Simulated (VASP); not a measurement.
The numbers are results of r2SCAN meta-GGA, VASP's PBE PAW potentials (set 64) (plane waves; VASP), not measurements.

Input for VASP

INCAR:
```
! general
SYSTEM  = PdIn
PREC    = Accurate
ENCUT   = 520
LREAL   = F
LASPH   = T

! electronic loop
EDIFF   = 1E-7
NELM    = 100
ALGO    = Normal
LMAXMIX = 4
LMIXTAU = T

! smearing
ISMEAR  = 1
SIGMA   = 0.1

! functional
METAGGA = R2SCAN

! ions
ISIF    = 2

! output
LWAVE   = F
LCHARG  = F
```

File POSCAR:
```
PdIn
3.3375740
  0.9999999496   0.0000000000   0.0000000000
  0.0000000000   0.9999999496   0.0000000000
  0.0000000000   0.0000000000   0.9999999496
In Pd
1 1
Cartesian
  0.4999999748   0.4999999748   0.4999999748
  0.0000000000   0.0000000000   0.0000000000
```

### KPOINTS
```
Automatic mesh
0
Gamma
11 11 11
```

POTCAR, in this order: In_d Pd (PBE.64 set). Program: vasp_std.

The resulting files:

OSZICAR:
```
       N       E                     dE             d eps       ncg     rms          rms(c)
DAV:   1     0.124272086708E+03    0.12427E+03   -0.11744E+04  1703   0.201E+03
DAV:   2    -0.438171512641E+02   -0.16809E+03   -0.16402E+03  1792   0.418E+02
DAV:   3    -0.519593925207E+02   -0.81422E+01   -0.80806E+01  2142   0.977E+01
DAV:   4    -0.521230648801E+02   -0.16367E+00   -0.16363E+00  2080   0.131E+01
DAV:   5    -0.521317200679E+02   -0.86552E-02   -0.86551E-02  2526   0.262E+00    0.771E+00
DAV:   6    -0.466890117275E+02    0.54427E+01   -0.49698E+00  1799   0.361E+01    0.373E+00
DAV:   7    -0.465695543665E+02    0.11946E+00   -0.50827E-01  1834   0.905E+00    0.224E+00
DAV:   8    -0.465861769792E+02   -0.16623E-01   -0.17253E-01  1970   0.352E+00    0.141E+00
DAV:   9    -0.465897963891E+02   -0.36194E-02   -0.47528E-02  1778   0.260E+00    0.635E-01
DAV:  10    -0.465958638916E+02   -0.60675E-02   -0.24615E-02  1883   0.182E+00    0.273E-01
DAV:  11    -0.465984813309E+02   -0.26174E-02   -0.46380E-03  1937   0.692E-01    0.164E-01
DAV:  12    -0.465972109893E+02    0.12703E-02   -0.14571E-03  1953   0.406E-01    0.194E-01
DAV:  13    -0.465987193399E+02   -0.15084E-02   -0.21602E-03  1743   0.528E-01    0.112E-01
DAV:  14    -0.465987310255E+02   -0.11686E-04   -0.51677E-05  2107   0.780E-02    0.686E-02
DAV:  15    -0.465987518534E+02   -0.20828E-04   -0.25021E-05  2030   0.444E-02    0.423E-02
DAV:  16    -0.465987516746E+02    0.17878E-06   -0.35540E-07  2023   0.586E-03    0.421E-02
DAV:  17    -0.465987522420E+02   -0.56737E-06   -0.12262E-07  1415   0.376E-03    0.421E-02
DAV:  18    -0.465987526789E+02   -0.43684E-06   -0.84656E-07  1764   0.117E-02    0.144E-02
DAV:  19    -0.465987527188E+02   -0.39929E-07   -0.64703E-07  1820   0.993E-03
   1 F= -.46598753E+02 E0= -.46598360E+02  d E =-.117725E-02
```

### OUTCAR
```
------------------------ aborting loop because EDIFF is reached ----------------------------------------
  FORCE on cell =-STRESS in cart. coord.  units (eV):
  Direction    XX          YY          ZZ          XY          YZ          ZX
  --------------------------------------------------------------------------------------
  Total       -1.5982420     -1.5982420     -1.5982420     -0.0000000      0.0000000      0.0000000
  in kB      -68.8748196    -68.8748196    -68.8748196     -0.0000000      0.0000000      0.0000000
  external PRESSURE =     -68.8748196 kB  Pullay stress =       0.0000000 kB
  volume of cell :       37.18
      direct lattice vectors                 reciprocal lattice vectors
     3.337573832  0.000000000  0.000000000     0.299618840  0.000000000  0.000000000
     0.000000000  3.337573832  0.000000000     0.000000000  0.299618840  0.000000000
     0.000000000  0.000000000  3.337573832     0.000000000  0.000000000  0.299618840
 POSITION                                       TOTAL-FORCE (eV/Angst)
 -----------------------------------------------------------------------------------
      1.66879      1.66879      1.66879         0.000000      0.000000      0.000000
      0.00000      0.00000      0.00000         0.000000      0.000000      0.000000
 -----------------------------------------------------------------------------------
    total drift:                                0.000000      0.000000      0.000000
  FREE ENERGIE OF THE ION-ELECTRON SYSTEM (eV)
  ---------------------------------------------------
  free  energy   TOTEN  =       -46.5987527188 eV

  energy  without entropy=      -46.5975754721  energy(sigma->0) =      -46.59836030
```
(Selected blocks of OUTCAR.)

The compound is PdIn in the CsCl type structure. This cell is one point of a volume scan, at 1.06 of the reference volume. The electron count is odd and the run is not spin-polarised, which forces a metal.
